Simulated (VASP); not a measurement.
VASP input:

**POSCAR**
```
Ga4PSb3
1.0
 -0.0029503832   5.9438575747   5.9465145629
  5.9438575747  -0.0029503832   5.9465145629
  2.9704535957   2.9704535957   0.0000000000
Ga Sb P
4 3 1
Cart
  5.9409071915   5.9409071915  11.8840649918
  3.0635120810   5.8478487057   8.8376273665
  5.8478487057   3.0635120810   8.8376273665
  5.9409071917   5.9409071917   6.1095606839
  1.4852267979   1.4852267979   1.4974644212
  4.4526232020   1.4882839888   4.4568412556
  1.4882839888   4.4526232020   4.4568412556
  4.4556803933   4.4556803933   7.4386037226
```

File KPOINTS:
```
Automatic mesh
0
Gamma
3 3 6
0 0 0
```

INCAR:
```
ALGO=Normal
EDIFF=1E-6
EDIFFG=-0.02
ENCUT=400
GGA=PS
IBRION=2
ISIF=3
ISMEAR=0
LASPH=.TRUE.
LCHARG=.FALSE.
LMAXMIX=4
LREAL=.FALSE.
LWAVE=.FALSE.
NELM=100
NSW=60
PREC=Accurate
SIGMA=0.05
SYSTEM=Ga4PSb3
```

POTCAR, in this order: Ga_d Sb P (PBE.64 set). Program: vasp_std.

Translate this PBEsol calculation to Quantum ESPRESSO's pw.x.

One equivalent input (not run):
```
&CONTROL
  calculation = 'vc-relax'
  pseudo_dir = './pseudo'
  outdir = './out'
  tprnfor = .true.
  tstress = .true.
  nstep = 60
  forc_conv_thr = 0.00078
/
&SYSTEM
  ibrav = 0
  nat = 8
  ntyp = 3
  ecutwfc = 80
  occupations = 'smearing'
  smearing = 'gaussian'
  degauss = 0.003675
  input_dft = 'pbesol'
/
&ELECTRONS
  conv_thr = 7.3e-08
  electron_maxstep = 100
/
&IONS
/
&CELL
/
ATOMIC_SPECIES
  Ga 69.723 Ga.upf
  Sb 121.760 Sb.upf
  P 30.974 P.upf
CELL_PARAMETERS angstrom
    -0.0029504    5.9438576    5.9465146
     5.9438576   -0.0029504    5.9465146
     2.9704536    2.9704536    0.0000000
ATOMIC_POSITIONS crystal
  Ga   0.9992463  0.9992463  0.0015075
  Ga   0.9771965  0.5089896  0.0138139
  Ga   0.5089896  0.9771965  0.0138139
  Ga   0.5137094  0.5137094  0.9725812
  Sb   0.1259111  0.1259111  0.2481778
  Sb   0.1255061  0.6239818  0.2505120
  Sb   0.6239818  0.1255061  0.2505120
  P    0.6254591  0.6254591  0.2490817
K_POINTS automatic
  3 3 6 0 0 0
```
The two are equivalent in intent, not identical: the potentials are each code's own (VASP's PAW set, PseudoDojo norm-conserving files in pw.x), so ENCUT and ecutwfc are chosen apart and not converted; conv_thr bounds pw.x's estimated SCF error, while EDIFF bounds the energy change between steps; forc_conv_thr acts on force components and is met together with etot_conv_thr.

The structure was generated: Ga4PSb3 was put into an ordered model structure (Amm2), which need not be its known phase. This run relaxes it. Symmetry was kept, so distortions that lower it aren't found. The start is the result of an earlier pass.
